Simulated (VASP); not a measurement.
A convergence study with VASP on SiC (wurtzite): one setting is varied, all else stays as given below, so the limit is that of these other settings. Each run relaxes cell and ions from the cell shown. The basis is that of the starting cell, so low cut-offs carry a Pulay error.

```
CELL_PARAMETERS angstrom
      1.54000    -2.66736     0.00000
      1.54000     2.66736     0.00000
      0.00000     0.00000     5.05000
ATOMIC_POSITIONS crystal
  Si 0.66667 0.33333 0.50000
  Si 0.33333 0.66667 0.00000
  C  0.66667 0.33333 0.87500
  C  0.33333 0.66667 0.37500
```

Computed with PBE GGA, VASP's PBE PAW potentials (set 64) (plane waves; VASP). The tightest run used: 800 eV cut-off, 7×7×4 Γ-centred mesh, Gaussian smearing of 0.050 eV, potentials Si C.

Question: The settings run are ENCUT = 250; ENCUT = 300; ENCUT = 350; ENCUT = 400; ENCUT = 450; ENCUT = 500; ENCUT = 550; ENCUT = 600; ENCUT = 650; ENCUT = 700; ENCUT = 750; ENCUT = 800. From which on does the relaxed volume stay within 0.1 Å³/atom of the tightest run?

Answer: From ENCUT = 400 on: it is off by 0.053 there and by no more than 0.1 in any finer run, while ENCUT = 350 is off by 0.160.
| setting | relaxed volume (Å³/atom) | E (eV/atom) | plane waves | difference judged (Å³/atom) |
|---|---|---|---|---|
| ENCUT = 250 | 9.849 | -7.5437 | 382 | 0.648 |
| ENCUT = 300 | 10.147 | -7.5323 | 525 | 0.351 |
| ENCUT = 350 | 10.338 | -7.5289 | 628 | 0.160 |
| ENCUT = 400 | 10.444 | -7.5283 | 766 | 0.053 |
| ENCUT = 450 | 10.493 | -7.5277 | 917 | 0.005 |
| ENCUT = 500 | 10.502 | -7.5269 | 1099 | 0.004 |
| ENCUT = 550 | 10.502 | -7.5268 | 1228 | 0.004 |
| ENCUT = 600 | 10.497 | -7.5274 | 1404 | 0.000 |
| ENCUT = 650 | 10.494 | -7.5281 | 1581 | 0.003 |
| ENCUT = 700 | 10.494 | -7.5288 | 1762 | 0.003 |
| ENCUT = 750 | 10.496 | -7.5294 | 1948 | 0.002 |
| ENCUT = 800 | 10.498 | -7.5298 | 2146 | 0.000 |

Left out are rungs that failed or repeat a setting and relaxations that didn't move; long series are thinned to 24 rows.

The compound is SiC in the wurtzite structure, the rare 2H polytype.
